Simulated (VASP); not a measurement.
Method: PBE GGA, VASP's PBE PAW potentials (set 64) (plane waves; VASP).

VASP input:

**INCAR**
```
ALGO=Normal
EDIFF=1E-6
ENCUT=520
GGA=PE
ISIF=2
ISMEAR=1
LASPH=T
LCHARG=F
LMAXMIX=4
LREAL=F
LWAVE=F
NELM=100
PREC=Low
SIGMA=0.1
SYSTEM=TiC
```

POSCAR:
```
TiC
1
    0.0000000000     2.1992450000     2.1808930000
    2.2162630000     0.0000000000     2.1808930000
    2.2162630000     2.1992450000     0.0000000000
Ti C
1 1
Direct
  0.0000000000   0.0000000000   0.0000000000
  0.4780250000   0.5219750000   0.5219750000
```

KPOINTS:
```
K-points
0
Gamma
  13 13 13
0 0 0
```

POTCAR, in this order: Ti_sv C (PBE.64 set). Program: vasp_std.

Output of the run:

OUTCAR:
```
 ion  position               nearest neighbor table
   1  0.000  0.000  0.000-   2 2.12   2 2.18   2 2.18   2 2.20   2 2.20   2 2.31
   2  0.478  0.522  0.522-   1 2.12   1 2.18   1 2.18   1 2.20   1 2.20   1 2.31
  LATTYP: Found a face centered orthorhombic cell.
 ALAT       =     4.3617860000
 B/A-ratio  =     1.0084149016
 C/A-ratio  =     1.0162181272
 Subroutine PRICEL returns:
 Original cell was already a primitive cell.
 Subroutine GETGRP returns: Found  4 space group operations
The static configuration has the point symmetry C_2v.
The dynamic configuration has the point symmetry C_2v.
 Subroutine INISYM returns: Found  4 space group operations
 Subroutine IBZKPT returns following result:
 Found    343 irreducible k-points:

 Following reciprocal coordinates:
            Coordinates               Weight
  0.000000  0.000000  0.000000      1.000000
  0.076923  0.000000 -0.000000      8.000000
  0.153846 -0.000000  0.000000      8.000000
  0.230769 -0.000000 -0.000000      8.000000
  0.307692 -0.000000  0.000000      8.000000
  0.384615 -0.000000 -0.000000      8.000000
  0.461538 -0.000000  0.000000      8.000000
...
```

OSZICAR:
```
       N       E                     dE             d eps       ncg     rms          rms(c)
DAV:   1     0.118420623419E+03    0.11842E+03   -0.84819E+03  8232   0.157E+03
DAV:   2    -0.139480775929E+02   -0.13237E+03   -0.12627E+03  8504   0.379E+02
DAV:   3    -0.239210220942E+02   -0.99729E+01   -0.95056E+01 10952   0.981E+01
DAV:   4    -0.243710983385E+02   -0.45008E+00   -0.44941E+00 10848   0.199E+01
DAV:   5    -0.243844820324E+02   -0.13384E-01   -0.13382E-01 11172   0.314E+00    0.179E+01
DAV:   6    -0.194281528092E+02    0.49563E+01   -0.33968E+01  9820   0.700E+01    0.757E+00
DAV:   7    -0.187044644903E+02    0.72369E+00   -0.56506E+00 10292   0.296E+01    0.466E+00
DAV:   8    -0.186651977707E+02    0.39267E-01   -0.13320E-01  9144   0.455E+00    0.328E+00
DAV:   9    -0.186508734553E+02    0.14324E-01   -0.24411E-01  9180   0.638E+00    0.858E-01
DAV:  10    -0.186476118741E+02    0.32616E-02   -0.18251E-02 12092   0.179E+00    0.667E-01
DAV:  11    -0.186448838269E+02    0.27280E-02   -0.93280E-03  9088   0.151E+00    0.157E-01
DAV:  12    -0.186448496134E+02    0.34213E-04   -0.50455E-04 10996   0.247E-01    0.429E-02
DAV:  13    -0.186448365351E+02    0.13078E-04   -0.29988E-05  9292   0.529E-02    0.166E-02
DAV:  14    -0.186448343508E+02    0.21843E-05   -0.48368E-06 10164   0.299E-02    0.322E-03
DAV:  15    -0.186448344015E+02   -0.50755E-07   -0.11828E-07  4520   0.520E-03
   1 F= -.18644834E+02 E0= -.18644821E+02  d E =-.409653E-04
```

**OUTCAR**
```
------------------------ aborting loop because EDIFF is reached ----------------------------------------
  FORCE on cell =-STRESS in cart. coord.  units (eV):
  Direction    XX          YY          ZZ          XY          YZ          ZX
  --------------------------------------------------------------------------------------
  Total       -1.3392546     -1.2930972     -0.9312034      0.0000000      0.0000000      0.0000000
  in kB     -100.9286529    -97.4501448    -70.1771763      0.0000000      0.0000000      0.0000000
  external PRESSURE =     -89.5186580 kB  Pullay stress =       0.0000000 kB
  volume of cell :       21.26
      direct lattice vectors                 reciprocal lattice vectors
     0.000000000  2.199245000  2.180893000    -0.225604994  0.227350750  0.229263884
     2.216263000  0.000000000  2.180893000     0.225604994 -0.227350750  0.229263884
     2.216263000  2.199245000  0.000000000     0.225604994  0.227350750 -0.229263884
 POSITION                                       TOTAL-FORCE (eV/Angst)
 -----------------------------------------------------------------------------------
      0.00000      0.00000      0.00000         0.684948      0.000000      0.000000
      2.31367      2.19924      2.18089        -0.684948      0.000000      0.000000
 -----------------------------------------------------------------------------------
    total drift:                               -0.000311      0.000011      0.000021
  FREE ENERGIE OF THE ION-ELECTRON SYSTEM (eV)
  ---------------------------------------------------
  free  energy   TOTEN  =       -18.6448344015 eV

  energy  without entropy=      -18.6447934362  energy(sigma->0) =      -18.64482075
```
(Selected blocks of OUTCAR.)

**OUTCAR**
```
 val. band max:        8.9391789466   @ k =   0.0769   0.0769   0.0000

 cond. band min:       8.9684729337   @ k =  -0.0769   0.3077   0.3077


 Fermi energy:         8.9664682569

 k-point     1 :       0.0000    0.0000    0.0000
  band No.  band energies     occupation
      1     -47.8309      2.00000
      2     -23.8864      2.00000
      3     -23.8794      2.00000
      4     -23.8673      2.00000
      5      -3.2879      2.00000
      6       9.3067     -0.00002
      7       9.3594     -0.00000
      8       9.5079     -0.00000
      9       9.6985     -0.00000
     10      10.5447     -0.00000
     11      10.7920     -0.00000
     12      10.8150     -0.00000

 k-point     2 :       0.0769    0.0000   -0.0000
  band No.  band energies     occupation
      1     -47.8276      2.00000
      2     -23.9047      2.00000
      3     -23.8853      2.00000
      4     -23.8728      2.00000
      5      -3.1619      2.00000
      6       8.6775      2.00034
      7       9.0501      0.00263
      8       9.2558     -0.00034
      9       9.7595     -0.00000
     10       9.9928     -0.00000
     11      10.8183     -0.00000
     12      11.8150      0.00000

 k-point     3 :       0.1538   -0.0000    0.0000
  band No.  band energies     occupation
      1     -47.8182      2.00000
      2     -23.9711      2.00000
      3     -23.8933      2.00000
      4     -23.8799      2.00000
      5      -2.7951      2.00000
      6       7.6489      2.00000
      7       8.2453      2.00000
      8       8.3713      2.00000
      9      10.0093     -0.00000
     10      10.0892     -0.00000
     11      11.1240      0.00000
     12      13.0270      0.00000

 k-point     4 :       0.2308   -0.0000   -0.0000
  band No.  band energies     occupation
      1     -47.8050      2.00000
      2     -24.0655      2.00000
      3     -23.9038      2.00000
      4     -23.8885      2.00000
      5      -2.2215      2.00000
      6       6.4759      2.00000
...
```

The compound is TiC in the rock salt structure. The cell was not relaxed at this level, atoms are displaced from their ideal sites. The run is one of a series of settings (PREC = Low against the base run), some of them coarse on purpose.
